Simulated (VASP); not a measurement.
Crystal: TaWC2.

```
W Ta C
1.0
     1.57186    0.90751    5.10162
    -1.57186    0.90751    5.10162
     0.00000   -1.81502    5.10162
W Ta C
1 1 2
Direct
  0.00000 0.00000 0.00000
  0.50000 0.50000 0.50000
  0.25093 0.25093 0.25093
  0.74907 0.74907 0.74907
```

The cell comes from a database or a generator and needn't be the stable form of this composition.

Base run:

```yaml
Program: VASP 6.6.1
Functional: LDA
Potentials_or_basis: VASP PAW LDA potentials, release 64 (W_sv, Ta_pv, C)
Cutoff: 520 eV
k_mesh: 7 × 7 × 7
Occupations: fermi-dirac, width 0.05 eV
Spin: no spin polarisation
```

Its results: pressure -14.8 GPa; largest force 0.057 eV/Å.

Q: The run is repeated on the same cell with these changes: spin from no spin polarisation to spin-orbit coupling, no magnetisation. What comes out?

A: Pressure -14.1 GPa; largest force 0.043 eV/Å.
